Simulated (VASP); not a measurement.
Given:

```
CELL_PARAMETERS angstrom
      5.02449     0.00000     0.00000
      0.00000     5.02449     0.00000
      0.00000     0.00000     5.02449
ATOMIC_POSITIONS crystal
  Nb 0.00000 0.50000 0.75000
  Nb 0.00000 0.50000 0.25000
  Nb 0.75000 0.00000 0.50000
  Nb 0.25000 0.00000 0.50000
  Nb 0.50000 0.75000 0.00000
  Nb 0.50000 0.25000 0.00000
  Si 0.50000 0.50000 0.50000
  Si 0.00000 0.00000 0.00000
```

Computed with LDA (Ceperley-Alder, Perdew-Zunger), VASP's LDA PAW potentials (set 64) (plane waves; VASP). Settings: 400 eV cut-off, 7×7×7 Γ-centred mesh, tetrahedra with Blöchl corrections, potentials Nb_sv Si.

Tabulate the total density of states (states/eV per cell) against energy (eV; zero at the valence-band maximum or, without a gap, the Fermi level).

```
E (eV) | DOS (states/eV)
    -9.92 |  0.00
    -9.39 |  0.01
    -8.86 | ## 0.78
    -8.22 | ######## 3.22
    -7.69 | ## 0.79
    -7.16 |  0.00
    -6.53 |  0.00
    -6.00 |  0.00
    -5.47 |  0.00
    -4.94 | ## 0.90
    -4.41 | ############ 4.93
    -3.77 | ####################### 9.38
    -3.24 | ####################### 9.19
    -2.71 | ########### 4.28
    -2.07 | ############################ 11.2
    -1.54 | ############# 5.26
    -1.01 | ######## 3.04
    -0.48 | ####################### 9.04
     0.05 | ############################## 12.0
     0.68 | ###### 2.51
     1.21 | ########## 3.89
     1.74 | ######### 3.52
     2.38 | ############### 5.85
     2.91 | ################ 6.43
     3.44 | ######### 3.79
```
Within 2 eV below the Fermi level the largest weight inside VASP's projection spheres is Nb d.

The structure comes from a computed database's Nb3Si entry (Pm-3n); how it stands against other phases isn't given here. It was relaxed first, which changed the volume by -6 %.
